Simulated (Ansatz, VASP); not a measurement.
**Cross-check of TiGe (NiAs type (invented)) between VASP and Ansatz**

Wanted: the spread between two codes on one cell, functional and k mesh. The cell is generated by rule, not measured, and may not be a known phase. The two relaxations start from unlike cells of this crystal (the structure described is Ansatz's start), so only their ends are compared.

Calculated with Ansatz 0.2.0; plane waves, with VASP 6.6.1 beside it; relaxation of cell and atoms at PBEsol.

## 1. Set-up

The structure is hexagonal, space group P6_3/mmc (No. 194). The conventional cell has a = 3.825 Å, b = 3.825 Å, c = 6.235 Å, α = 90.00°, β = 90.00°, γ = 120.00°. Nearest to Ti lie 6 Ge at 2.70 Å. Nearest to Ge lie 6 Ti at 2.70 Å. Farther neighbours are not listed.

Coordinates:

```cif
data_structure
_symmetry_space_group_name_H-M 'P6_3/mmc'
_symmetry_Int_Tables_number 194
_cell_length_a 3.8254
_cell_length_b 3.8254
_cell_length_c 6.2355
_cell_angle_alpha 90.000
_cell_angle_beta 90.000
_cell_angle_gamma 120.000
_cell_volume 79.03
loop_
_atom_site_label
_atom_site_type_symbol
_atom_site_symmetry_multiplicity
_atom_site_Wyckoff_symbol
_atom_site_fract_x
_atom_site_fract_y
_atom_site_fract_z
_atom_site_occupancy
Ti1 Ti 2 a 0.00000 0.00000 0.00000 1
Ge1 Ge 2 c 0.33333 0.66667 0.25000 1
```

## 2. VASP: relaxation of cell and atoms, PBEsol

The relaxed volume is the usual yardstick between codes: in a stiff, nearly cubic crystal its relative difference is about their pressure difference at one cell divided by the bulk modulus.

Lines of VASP's logs that name or quote its potential files are left out, and so is its time.

Input file INCAR:

```
SYSTEM = TiGe
PREC = Accurate
ENCUT = 500
EDIFF = 1E-07
NELM = 120
ISMEAR = 0
SIGMA = 0.1
LREAL = .FALSE.
ALGO = Normal
GGA = PS
NBANDS = 32
LASPH = .TRUE.
LORBIT = 11
LWAVE = .FALSE.
LCHARG = .FALSE.
ISIF = 3
IBRION = 2
NSW = 80
EDIFFG = -0.005
GGA_COMPAT = .FALSE.
NELMIN = 4
```

Input file POSCAR:

```
TiGe
1.0
    3.4966416602      0.0000000000      0.0000000000
   -1.7483208301      3.0281801929      0.0000000000
    0.0000000000      0.0000000000      6.5275771427
Ti Ge
2 2
Direct
    0.0000000000      0.0000000000      0.0000000000
    0.0000000000      0.0000000000      0.5000000000
    0.3333333333      0.6666666667      0.2500000000
    0.6666666667      0.3333333333      0.7500000000
```

Input file KPOINTS:

```
Automatic mesh
0
Gamma
6 6 4
0 0 0
```

The projector-augmented-wave data sets are Ti_sv and Ge_d (PBE family, release 64).

Run with:

```console
$ mpirun -np 1 vasp_std
```

Numbers of over 12 decimals in the logs are rounded to 6 here.

The log of the run:

```text
[banner, memory and clock lines left out]
running    1 mpi-ranks, on    1 nodes
 distrk:  each k-point on    1 cores,    1 groups
 distr:  one band on    1 cores,    1 groups

 POSCAR found type information on POSCAR TiGe
 POSCAR found :  2 types and       4 ions
|                                                                             |
|               ----> ADVICE to this user running VASP <----                  |
|                                                                             |
|     You enforced a specific xc type in the INCAR file but a different       |
|     [... a line on the potential file left out ...]
|     I HOPE YOU KNOW WHAT YOU ARE DOING!                                     |
|                                                                             |

 LDA part: xc-table for (Slater+PW92), standard interpolation
 POSCAR, INCAR and KPOINTS ok, starting setup
 FFT: planning ... GRIDC
 FFT: planning ... GRID_SOFT
 FFT: planning ... GRID
 WAVECAR not read
 entering main loop
       N       E                     dE             d eps       ncg     rms          rms(c)
DAV:   1     0.532312445660E+03    0.53231E+03   -0.25763E+04  1584   0.375E+03
DAV:   2     0.570511438920E+02   -0.47526E+03   -0.46591E+03  1344   0.782E+02
DAV:   3    -0.256448120480E+02   -0.82696E+02   -0.81567E+02  1848   0.220E+02
DAV:   4    -0.328385745630E+02   -0.71938E+01   -0.71633E+01  1992   0.615E+01
DAV:   5    -0.331390939605E+02   -0.30052E+00   -0.30047E+00  1824   0.109E+01    0.161E+01
DAV:   6    -0.287396625220E+02    0.43994E+01   -0.39917E+01  1680   0.406E+01    0.478E+00
DAV:   7    -0.284209518413E+02    0.31871E+00   -0.48654E+00  1704   0.179E+01    0.295E+00
DAV:   8    -0.283971004516E+02    0.23851E-01   -0.42750E-01  1760   0.548E+00    0.767E-01
DAV:   9    -0.283933484213E+02    0.37520E-02   -0.70419E-02  1768   0.233E+00    0.365E-01
DAV:  10    -0.283945252574E+02   -0.11768E-02   -0.47107E-03  1696   0.695E-01    0.599E-02
DAV:  11    -0.283944552732E+02    0.69984E-04   -0.12698E-03  1904   0.352E-01    0.597E-02
DAV:  12    -0.283944479094E+02    0.73638E-05   -0.13142E-04  1848   0.751E-02    0.175E-02
DAV:  13    -0.283944461888E+02    0.17206E-05   -0.14310E-05  1936   0.221E-02    0.589E-03
DAV:  14    -0.283944468433E+02   -0.65450E-06   -0.12692E-06  1488   0.865E-03    0.126E-03
DAV:  15    -0.283944467139E+02    0.12937E-06   -0.65403E-08  1072   0.288E-03    0.338E-04
DAV:  16    -0.283944467556E+02   -0.41695E-07   -0.17650E-08   888   0.140E-03
   1 F= -.28394447E+02 E0= -.28389825E+02  d E =-.283944E+02
[...]
2 F= -.28394454E+02 E0= -.28389904E+02  d E =-.762405E-05
[...]
3 F= -.28394454E+02 E0= -.28389896E+02  d E =-.771130E-05
[...]
4 F= -.28394454E+02 E0= -.28389900E+02  d E =-.753664E-05
[...]
5 F= -.28394454E+02 E0= -.28389898E+02  d E =-.767500E-05
 curvature:  -0.03 expect dE=-0.231E-06 dE for cont linesearch -0.197E-07
 ZBRENT: accuracy reached
 trial: gam= 0.24416 g(F)=  0.284E-44 g(S)=  0.701E-05 ort = 0.309E-05 (trialstep = 0.980E+00)
 search vector abs. value=  0.948E-05
 bond charge predicted
       N       E                     dE             d eps       ncg     rms          rms(c)
DAV:   1    -0.283944928445E+02   -0.38413E-04   -0.11735E-03  1624   0.369E-01    0.418E-02
DAV:   2    -0.283944723020E+02    0.20543E-04   -0.63176E-05  1456   0.801E-02    0.239E-02
DAV:   3    -0.283944603024E+02    0.12000E-04   -0.18137E-05  1952   0.439E-02    0.276E-03
DAV:   4    -0.283944602903E+02    0.12154E-07   -0.20800E-06  1456   0.121E-02    0.175E-03
DAV:   5    -0.283944602415E+02    0.48725E-07   -0.82869E-08  1016   0.290E-03
   6 F= -.28394460E+02 E0= -.28389970E+02  d E =-.581091E-05
 trial-energy change:   -0.000006  1 .order   -0.000006   -0.000008   -0.000005
 step:   2.9773(harm=  2.9773)  dis= 0.00000  next Energy=   -28.394466 (dE=-0.116E-04)
 reached required accuracy - stopping structural energy minimisation
```

Parts of OUTCAR (step 2):

```text
ion  position               nearest neighbor table
   1  0.000  0.000  0.000-   3 2.60   4 2.60   4 2.60   3 2.60   4 2.60   3 2.60
   2  0.000  0.000  0.500-   3 2.60   4 2.60   4 2.60   3 2.60   4 2.60   3 2.60
   3  0.333  0.667  0.250-   1 2.60   2 2.60   1 2.60   2 2.60   1 2.60   2 2.60
   4  0.667  0.333  0.750-   1 2.60   2 2.60   1 2.60   2 2.60   1 2.60   2 2.60

  LATTYP: Found a hexagonal cell.
 ALAT       =     3.4966416602
 C/A-ratio  =     1.8668132960

 Subroutine GETGRP returns: Found 24 space group operations
 (whereof 12 operations were pure point group operations)

The static configuration has the point symmetry D_3d.
 The point group associated with its full space group is D_6h.

 Found     21 irreducible k-points:

   k-points           NKPTS =     21   k-points in BZ     NKDIM =     21   number of bands    NBANDS=     32

   dimension x,y,z NGX =    28 NGY =   28 NGZ =   48
   dimension x,y,z NGXF=    56 NGYF=   56 NGZF=   96

   ENCUT  =  500.0 eV  36.75 Ry    6.06 a.u.   6.38  6.38 11.90*2*pi/ulx,y,z

   NELECT =      52.0000    total number of electrons

 k-points in reciprocal lattice and weights: Automatic mesh
   0.00000000  0.00000000  0.00000000       0.007
   0.16666667  0.00000000  0.00000000       0.042
   0.33333333 -0.00000000  0.00000000       0.042
   0.50000000  0.00000000  0.00000000       0.021
   0.16666667  0.16666667  0.00000000       0.042
   0.33333333  0.16666667  0.00000000       0.083
   0.33333333  0.33333333  0.00000000       0.014
   0.00000000  0.00000000  0.25000000       0.014
   0.16666667  0.00000000  0.25000000       0.083
[...]
0.33333333  0.16666667  0.50000000       0.083
   0.33333333  0.33333333  0.50000000       0.014

 average (electrostatic) potential at core
       1 -73.2566       2 -73.2566       3 -70.5477       4 -70.5477

 E-fermi :   7.5121

 k-point     1 :       0.0000    0.0000    0.0000
  band No.  band energies     occupation
    ...
     20      -1.0365      2.00000
     21       2.3086      2.00000
     22       6.4050      2.00000
     23       6.4050      2.00000
     24       6.5327      2.00000
     25       7.9162      0.00000
     26       7.9162      0.00000
     27       8.0877      0.00000
     28       8.0877      0.00000
     29       9.1775      0.00000
    ...

 k-point     2 :       0.1667    0.0000    0.0000
  band No.  band energies     occupation
    ...
     22       5.8623      2.00000
     23       6.4988      2.00000
     24       6.5218      2.00000
     25       7.0000      2.00000
     26       7.3585      1.97023
     27       7.7978      0.00005
     28       8.2009      0.00000
     29       8.5741      0.00000
     30       9.1377      0.00000
     31      10.1962      0.00000
    ...

 k-point     3 :       0.3333   -0.0000    0.0000
  band No.  band energies     occupation
    ...
     22       4.2487      2.00000
     23       5.3521      2.00000
     24       6.0257      2.00000
     25       6.3327      2.00000
     26       6.7793      2.00000
     27       7.9909      0.00000
     28       8.1126      0.00000
     29       8.7762      0.00000
     30       9.1682      0.00000
     31       9.9209      0.00000
    ...

  Total       -0.0006493     -0.0006493      0.0175230     -0.0000000     -0.0000000     -0.0000000
  in kB       -0.0150594     -0.0150594      0.4063996     -0.0000000     -0.0000000     -0.0000000
  external PRESSURE =       0.1254269 kB  Pullay stress =       0.0000000 kB

  energy-cutoff  :      500.00
  volume of cell :       69.08
      direct lattice vectors                 reciprocal lattice vectors
     3.495233130  0.000000000 -0.000000000     0.286103949  0.165182209 -0.000000000
    -1.747616565  3.026960370  0.000000000    -0.000000000  0.330364418 -0.000000000
     0.000000000  0.000000000  6.529559904     0.000000000  0.000000000  0.153149678

 POSITION                                       TOTAL-FORCE (eV/Angst)
 -----------------------------------------------------------------------------------
      0.00000      0.00000      0.00000         0.000000     -0.000000      0.000000
      0.00000      0.00000      3.26478         0.000000     -0.000000      0.000000
     -0.00000      2.01797      1.63239         0.000000     -0.000000     -0.000000
      1.74762      1.00899      4.89717        -0.000000      0.000000      0.000000
 -----------------------------------------------------------------------------------
    total drift:                                0.000000     -0.000000      0.000000

  FREE ENERGIE OF THE ION-ELECTRON SYSTEM (eV)
  ---------------------------------------------------
  free  energy   TOTEN  =       -28.3944602415 eV

  energy  without entropy=      -28.3854788088  energy(sigma->0) =      -28.38996953

 reached required accuracy - stopping structural energy minimisation

 total charge
# of ion       s       p       d       tot
------------------------------------------
    1        2.180   6.140   1.932  10.251
    2        2.180   6.140   1.932  10.251
    3        1.160   1.343  10.016  12.519
    4        1.160   1.343  10.016  12.519
--------------------------------------------------
tot          6.679  14.966  23.895  45.539

[... 3 further parts left out ...]
```

CONTCAR:

```
TiGe
   1.00000000000000
     3.4952331297666253    0.0000000000000000   -0.0000000000000000
    -1.7476165648833126    3.0269603701406220    0.0000000000000000
     0.0000000000000000    0.0000000000000000    6.5295599042418804
  Ti              Ge
     2     2
Direct
     0.0000000000000000    0.0000000000000000    0.0000000000000000
     0.0000000000000000    0.0000000000000000    0.5000000000000000
     0.3333333332999970    0.6666666667000030    0.2500000000000000
     0.6666666667000030    0.3333333332999970    0.7500000000000000
```

The k-mesh is coarse for a metal. The PAW data sets were made with PBE, which is usual practice but a small mismatch for other functionals. The run keeps the 24 symmetry operations of its start, so it cannot find a distortion of lower symmetry.

## 3. Ansatz: relaxation of cell and atoms, PBEsol

Ansatz runs on its default PAW (the set named soft_2) files.

Its own start cell and the same functional, mesh and smearing now go to Ansatz, which takes its cutoff from its data sets.

Input file input.yaml:

```yaml
crystal:
  lattice:
    - [3.825446, 0.0, 0.0]
    - [-1.912723, 3.312933, 0.0]
    - [0.0, 0.0, 6.23548]
  atoms:
    - { symbol: Ti, position: [0.0, 0.0, 0.0] }
    - { symbol: Ti, position: [0.0, 0.0, 0.5] }
    - { symbol: Ge, position: [0.333333, 0.666667, 0.25] }
    - { symbol: Ge, position: [0.666667, 0.333333, 0.75] }
kpoints:
  mp_grid: { grid: [6, 6, 4] }
hamiltonian:
  xc: pbesol
scf:
  occupations: { method: gaussian, width: 0.1 }
output:
  forces: true
  stress: true
  eigenvalues: true
relax:
  adjacent_minimum: "off"
  f_tol: 0.05
  max_steps: 80
  cell: { stress_tol: 0.5 }
```

Run with:

```console
$ ansatz run input.yaml --threads 2 --pin off --max-ram 5120MiB --backend cpu --events-out ev --progress --plain --runs-dir out
```

The log of the run:

```text
Warning: the atoms were moved onto the symmetric positions of the space group found under crystal.symmetry.tolerance 1.0e-5 (fractional; no operation is sought that the atoms, as they stand in a round, miss by more than twice it, and no atom is moved by as much as it), and the run uses the moved positions. Before a round's move an operation carried an atom to 3.83e-6 Å from where it should land, the largest such dist [...]
The last accepted step is kept in <dir> (removed where the run ends without a failure and the disk answers)
Engine: ansatz 0.2.0, aarch64-unknown-linux-gnu
Pseudopotentials: kind: paw
Pseudopotential: Ti, paw, valence charge 12, recommended cutoff 420 eV (normal), Ti.paw.azcp
Pseudopotential: Ge, paw, valence charge 14, recommended cutoff 420 eV (normal), Ge.paw.azcp
Functional definition: PBEsol
  exchange = pbesol_x
  correlation = pbesol_c
Crystal: 4 atoms, lattice volume = 79.025 Å³
Basis set: ecut = 420 eV, 1545 PW (Γ), exchange–correlation on 54×54×90 points (8 copies of the dense FFT grid, shifted against one another)
Bands: 32, of which v1, the nominal top of the filled ones, is band 26 counted from 1 (25 counted from 0)
Symmetry: 24 space group operations
Space group: P63/mmc (ITA 194), of the structure as read, at distance tolerance 4.3e-5 Å
k-points: 21 of 144
Non-local potential: Ti, projectors of the file, l = 0: 3, l = 1: 2, l = 2: 3, l = 3: 1
Non-local potential: Ge, projectors of the file, l = 0: 2, l = 1: 2, l = 2: 3, l = 3: 1
PAW form: soft (Blöchl's): semilocal exchange-correlation on the pseudo side does not see the compensation charge
PAW frozen core: Ti, regenerated for the run's functional, and the local potential with it (the file was generated under x = pbe(κ = 0.804, μ = 0.219515), c = pbe(β = 0.066725))
PAW frozen core: Ge, regenerated for the run's functional, and the local potential with it (the file was generated under x = pbe(κ = 0.804, μ = 0.219515), c = pbe(β = 0.066725))
PAW one-centre angular grid: Ti, 590 points (default); XC on 64 Gauss nodes
PAW one-centre angular grid: Ge, 590 points (default); XC on 64 Gauss nodes
Initial density: superposition of atomic densities (neutral atoms: chi_scale 0, normalization atom), corrected by the library's trained network
[...]
SCF iter   2: F=—  HF=-13456.651314 eV  |F-HF|=—  |Δ(HF+E_count)|=   8.92e-3  Δρ=3.90e-3  dr2=1.45e-2  ethr=9.64e-5  ⟨swp⟩=2.0  Hψ=848  notcnv=0
SCF iter   3: F=—  HF=-13456.646833 eV  |F-HF|=—  |Δ(HF+E_count)|=   4.48e-3  Δρ=9.77e-4  dr2=1.14e-3  ethr=2.79e-5  ⟨swp⟩=2.0  Hψ=836  notcnv=0
SCF iter   4: F=—  HF=-13456.646429 eV  |F-HF|=—  |Δ(HF+E_count)|=   4.05e-4  Δρ=3.21e-4  dr2=7.66e-5  ethr=2.20e-6  ⟨swp⟩=2.0  Hψ=1051  notcnv=0
SCF iter   5: F=—  HF=-13456.646386 eV  |F-HF|=—  |Δ(HF+E_count)|=   4.31e-5  Δρ=1.50e-4  dr2=1.55e-5  ethr=1.47e-7  ⟨swp⟩=2.0  Hψ=1046  notcnv=0
SCF iter   6: F=—  HF=-13456.646382 eV  |F-HF|=—  |Δ(HF+E_count)|=   4.18e-6  Δρ=4.35e-5  dr2=1.39e-6  ethr=2.98e-8  ⟨swp⟩=2.0  Hψ=1045  notcnv=0
SCF iter   7: F=-13456.646382 eV  HF=-13456.646382 eV  |F-HF|=1.89e-10  |Δ(HF+E_count)|=   7.47e-8  Δρ=7.24e-6  dr2=3.28e-8  ethr=7.69e-10  ⟨swp⟩=5.7  Hψ=2490  notcnv=0
SCF 3 converged in 7 iterations: F = -13456.646382 eV  dr2 = 3.28e-8
relax step   3: F+E_penalty+E_count = -13456.64638151 eV  Δ(F+E_penalty+E_count) = -6.227e-2 eV  max|allowed force component| = 1.434e-16 eV/Å  Δτ_max = 0.0000 Å  P = +0.072 GPa  Ω = 69.311 Å³  energy of the carried Pulay correction = +1.029e-3 eV  (7 SCF iters, dr2 threshold 4.00e-7 eV, accepted)
[...]
relax step   4: F+E_penalty+E_count = -13456.64856452 eV  Δ(F+E_penalty+E_count) = -2.183e-3 eV  max|allowed force component| = 7.170e-17 eV/Å  Δτ_max = 0.0000 Å  P = +0.016 GPa  Ω = 69.167 Å³  energy of the carried Pulay correction = +1.043e-3 eV  (6 SCF iters, dr2 threshold 4.00e-7 eV, accepted)
[...]
relax step   5: F+E_penalty+E_count = -13456.64719284 eV  Δ(F+E_penalty+E_count) = +1.372e-3 eV  max|allowed force component| = 8.789e-17 eV/Å  Δτ_max = 0.0000 Å  P = +0.029 GPa  Ω = 69.167 Å³  stress off target by 3.05e-1 GPa  SCF on the basis re-selected at this cell (its energy is not comparable with the rows above)  (6 SCF iters)
basis re-selected at this cell: Δ(F+E_penalty+E_count) = +1.372e-3 eV, ΔP = +0.014 GPa vs the last step (what re-selecting the basis moved, of the pressure what is left beyond the Pulay correction that the steps carried, after the strain that the cell walked since its last selection, with what the two solves' SCF thresholds leave and, on support functions, any second-order correction that the steps lacked; it is no measure of the basis error at this ecutwfc). The dense FFT grid was sized anew with the basis: this SCF ran on 24×24×45 points, the steps before it on 27×27×45, so part of this shift can come from that change (see relax.cell in the input reference). [rest of the remark cut]
SCF converged after 6 iterations
Free energy (F): -13456.647193 eV
Harris-Foulkes:  -13456.647193 eV  (|F-HF|=5.46e-12)
Internal energy: -13456.635481 eV  (E = F + TS)
E sigma→0 (E₀):  -13456.641337 eV
Entropy (-TS):   -0.011712 eV (-2.928 meV/atom)
Fermi energy:    12.340970 eV
--- Per-component energies (eV) ---
  E_band       = -514.873591
  E_kinetic    = 770.704649
  E_local      = -5968.577583  (includes V_loc(G=0)·N_el)
  E_nonlocal   = 858.345927
  E_hartree    = 2582.979992
  E_xc         = -346.111913
  E_vxc        = -376.070500  (∫ρ·V_xc dr)
  E_paw        = -6001.898344  (= ΣΔE_a)
  E_vpaw       = -965.236802  (= ΣTr[D̂ρ^β])
  E_aug_tail   = 0.000750  (compensation charges beyond the density's cutoff)
  E_ewald      = -5354.193599
  E_core_change = 2.114641  (= ΣΔE_core)
  E_smearing   = -0.011712  (= −TS)
  E_closure    = 0.000000  (closes the sum)
  Σ components = -13456.647193   (vs F -13456.647193, Δ=0.00e0)
--- Forces (eV/Å), atoms counted from 1 ---
  atom   1  Ti    -0.00000000     0.00000000     0.00000000
  atom   2  Ti    -0.00000000     0.00000000     0.00000000
  atom   3  Ge     0.00000000     0.00000000    -0.00000000
  atom   4  Ge     0.00000000    -0.00000000     0.00000000
  max |Σ_I F_I| component: 1.85e-17 eV/Å
--- Stress (GPa, compression-positive) ---
       -0.108239       0.000000       0.000000
        0.000000      -0.108239       0.000000
        0.000000       0.000000       0.304904
  P = ⅓ Tr σ = 0.0295 GPa (0.295 kbar)
--- Band table (eV; the first three rows and the last of 21) ---
  k-point 0: bands = [... 22 lower, 11.2022, 11.3720, 12.7514, 12.7514, 12.9017, 12.9017, 14.0226, 14.0226, ... 2 higher]
  k-point 1: bands = [... 22 lower, 11.3756, 11.3756, 12.4516, 12.4516, 13.0137, 13.0137, 13.7394, 13.7394, ... 2 higher]
  k-point 2: bands = [... 22 lower, 11.8525, 11.8525, 11.8525, 11.8525, 13.3203, 13.3203, 13.3203, 13.3203, ... 2 higher]
  k-point 20: bands = [... 22 lower, 9.7107, 9.7107, 10.5935, 10.5935, 12.7621, 12.7621, 14.2210, 14.2210, ... 2 higher]
--- Relaxed structure (4 steps of the walk, 4 accepted, 1 SCFs on fresh bases) ---
  F+E_penalty+E_count = -13456.64719284 eV   max|allowed force component| = 8.789e-17 eV/Å   (the final SCF, on the basis selected at the relaxed cell)
  cell:  # Å, volume = 69.1670 Å³
    - [3.506077, 0, 0.0]
    - [-1.753039, 3.036352, 0.0]
    - [0.0, 0.0, 6.497187]
  atoms:
    - { symbol: Ti, position: [0, 0, 0] }
    - { symbol: Ti, position: [0, 0, 0.5] }
    - { symbol: Ge, position: [0.333333, 0.666667, 0.25] }
    - { symbol: Ge, position: [0.666667, 0.333333, 0.75] }
```

## 4. Side by side

Known differences besides the potentials themselves: the cutoff is 420 eV in Ansatz and 500 eV in VASP; Ansatz makes its cores anew for this functional, VASP keeps those of its PBE data sets; Ansatz adds a Pulay correction to the stress that steers its cell, VASP none. Total energies have different zeros and are not compared.

Both answers:

```
                                         quantity  Ansatz   VASP  difference
                                      volume (Å³)   69.17  69.08     +0.12 %
edge a after relaxation, in the typed setting (Å)   3.506  3.495     +0.31 %
edge c after relaxation, in the typed setting (Å)   6.497  6.530     -0.50 %
```

## 5. Summary of results

```json
{
  "difference in edge c after relaxation, in the typed setting (relaxation of cell and atoms, PBEsol)": "-0.50 %"
}
```

**Reading.** The difference in edge c after relaxation, in the typed setting is -0.50 % (relaxation of cell and atoms, PBEsol), within the 1.2 % picked in this series as the mark of a large difference, as far as the stopping tolerances let one tell. How closely two codes agree says nothing of how well the functional describes the real material.

[Lines on the potential files, build, host, timing and source positions are cut from VASP's logs without a mark.]

[Logs are printed without paths, hosts, clocks, repeated set-up lines and the standing remarks that a program may print on its own settings, such as how far it seeks lower states.]

[Hosts, paths, dates, database ids (printed as entryN), source tags and the programs' standing remarks are cut or masked in the printed files.]
